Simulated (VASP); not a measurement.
Calculation: TPSS meta-GGA, VASP's PBE PAW potentials (set 64) (plane waves; VASP).

VASP input:

File KPOINTS:
```
Automatic mesh
0
Gamma
18 18 18
0 0 0
```

### KPOINTS_OPT
```
k-points along high-symmetry lines
10
Line-mode
Reciprocal
  0.000000   0.000000   0.000000 ! GAMMA
  0.500000  -0.500000   0.500000 ! H

  0.500000  -0.500000   0.500000 ! H
  0.000000   0.000000   0.500000 ! N

  0.000000   0.000000   0.500000 ! N
  0.000000   0.000000   0.000000 ! GAMMA

  0.000000   0.000000   0.000000 ! GAMMA
  0.250000   0.250000   0.250000 ! P

  0.250000   0.250000   0.250000 ! P
  0.500000  -0.500000   0.500000 ! H

  0.250000   0.250000   0.250000 ! P
  0.000000   0.000000   0.500000 ! N
```

INCAR:
```
# general
SYSTEM =Mo
PREC   =Accurate
ENCUT  =520
LREAL  =F
LASPH  =T

# electronic loop
EDIFF  =1E-7
NELM   =100
ALGO   =Normal
LMAXMIX=4
LMIXTAU=T

# smearing
ISMEAR =-5

# functional
METAGGA=TPSS

# ions
ISIF   =2

# output
LWAVE  =F
LCHARG =F
LORBIT =11
NEDOS  =601
```

### POSCAR
```
Mo
1
   -1.5767440441     1.5767440441     1.5767440441
    1.5767440441    -1.5767440441     1.5767440441
    1.5767440441     1.5767440441    -1.5767440441
Mo
1
Direct
  0.0000000000   0.0000000000   0.0000000000
```

POTCAR, in this order: Mo_sv (PBE.64 set). Program: vasp_std.

Output of the run:

### OUTCAR
```
 ion  position               nearest neighbor table
   1  0.000  0.000  0.000-
  LATTYP: Found a body centered cubic cell.
 ALAT       =     3.1534880882
 Subroutine PRICEL returns:
 Original cell was already a primitive cell.
 Subroutine GETGRP returns: Found 48 space group operations
The static configuration has the point symmetry O_h .
The dynamic configuration has the point symmetry O_h .
 Subroutine INISYM returns: Found 48 space group operations
 Subroutine IBZKPT returns following result:
 Found    195 irreducible k-points:

 Following reciprocal coordinates:
            Coordinates               Weight
  0.000000  0.000000  0.000000      1.000000
  0.055556  0.000000  0.000000     12.000000
  0.111111  0.000000  0.000000     12.000000
  0.166667  0.000000  0.000000     12.000000
  0.222222  0.000000  0.000000     12.000000
  0.277778  0.000000  0.000000     12.000000
  0.333333  0.000000  0.000000     12.000000
  0.388889  0.000000  0.000000     12.000000
  0.444444  0.000000  0.000000     12.000000
  0.500000  0.000000  0.000000      6.000000
...
```

**OSZICAR**
```
       N       E                     dE             d eps       ncg     rms          rms(c)
DAV:   1     0.190697073552E+03    0.19070E+03   -0.11041E+04  4840   0.264E+03
DAV:   2     0.546448695040E+02   -0.13605E+03   -0.12679E+03  5555   0.475E+02
DAV:   3     0.480702489333E+02   -0.65746E+01   -0.62873E+01  5823   0.129E+02
DAV:   4     0.479371753034E+02   -0.13307E+00   -0.13253E+00  5766   0.186E+01
DAV:   5     0.479337428234E+02   -0.34325E-02   -0.34217E-02  6342   0.272E+00    0.396E+01
DAV:   6    -0.190874465850E+02   -0.67021E+02   -0.44463E+02  4290   0.349E+02    0.125E+01
DAV:   7    -0.197718378189E+02   -0.68439E+00   -0.20606E+00  5202   0.218E+01    0.819E+00
DAV:   8    -0.184331084091E+02    0.13387E+01   -0.17452E+00  4554   0.190E+01    0.319E+00
DAV:   9    -0.194256054966E+02   -0.99250E+00   -0.62924E-01  4311   0.136E+01    0.437E+00
DAV:  10    -0.196046804286E+02   -0.17907E+00   -0.20448E-01  4515   0.626E+00    0.112E+00
DAV:  11    -0.196150542963E+02   -0.10374E-01   -0.29502E-02  4965   0.255E+00    0.240E-01
DAV:  12    -0.196145961760E+02    0.45812E-03   -0.88201E-04  5051   0.328E-01    0.279E-01
DAV:  13    -0.196220821897E+02   -0.74860E-02   -0.14220E-03  4443   0.637E-01    0.108E-01
DAV:  14    -0.196220740720E+02    0.81177E-05   -0.64427E-05  4947   0.835E-02    0.127E-02
DAV:  15    -0.196220538642E+02    0.20208E-04   -0.16966E-06  4758   0.189E-02    0.139E-02
DAV:  16    -0.196220837954E+02   -0.29931E-04   -0.38672E-06  4457   0.251E-02    0.632E-03
DAV:  17    -0.196220822152E+02    0.15802E-05   -0.32825E-07  4725   0.642E-03    0.182E-03
DAV:  18    -0.196220824690E+02   -0.25378E-06   -0.19561E-08  2334   0.193E-03    0.101E-03
DAV:  19    -0.196220820522E+02    0.41679E-06   -0.48416E-09  2226   0.844E-04    0.428E-04
DAV:  20    -0.196220823084E+02   -0.25623E-06   -0.13220E-09  2232   0.453E-04    0.261E-05
DAV:  21    -0.196220822426E+02    0.65819E-07   -0.67367E-11  2196   0.133E-04
   1 F= -.19622082E+02 E0= -.19622082E+02  d E =0.000000E+00
       N       E                     dE             ncg
```

File OUTCAR:
```
------------------------ aborting loop because EDIFF is reached ----------------------------------------
  FORCE on cell =-STRESS in cart. coord.  units (eV):
  Direction    XX          YY          ZZ          XY          YZ          ZX
  --------------------------------------------------------------------------------------
  Total       -0.0017281     -0.0017281     -0.0017281      0.0000000      0.0000000      0.0000000
  in kB       -0.1765773     -0.1765773     -0.1765773      0.0000000      0.0000000      0.0000000
  external PRESSURE =      -0.1765773 kB  Pullay stress =       0.0000000 kB
  volume of cell :       15.68
      direct lattice vectors                 reciprocal lattice vectors
    -1.576744044  1.576744044  1.576744044     0.000000000  0.317109173  0.317109173
     1.576744044 -1.576744044  1.576744044     0.317109173  0.000000000  0.317109173
     1.576744044  1.576744044 -1.576744044     0.317109173  0.317109173  0.000000000
 POSITION                                       TOTAL-FORCE (eV/Angst)
 -----------------------------------------------------------------------------------
      0.00000      0.00000      0.00000        -0.000000      0.000000      0.000000
 -----------------------------------------------------------------------------------
    total drift:                                0.000000     -0.000000      0.000000
  FREE ENERGIE OF THE ION-ELECTRON SYSTEM (eV)
  ---------------------------------------------------
  free  energy   TOTEN  =       -19.6220822426 eV

  energy  without entropy=      -19.6220822426  energy(sigma->0) =      -19.62208224

 total charge

# of ion       s       p       d       tot
------------------------------------------
    1        2.372   6.195   3.867  12.434
```
(Selected blocks of OUTCAR.)

For a metal the tetrahedron method with Blöchl corrections gives inexact stress and forces.

The compound is Mo in the bcc structure. It was relaxed first.
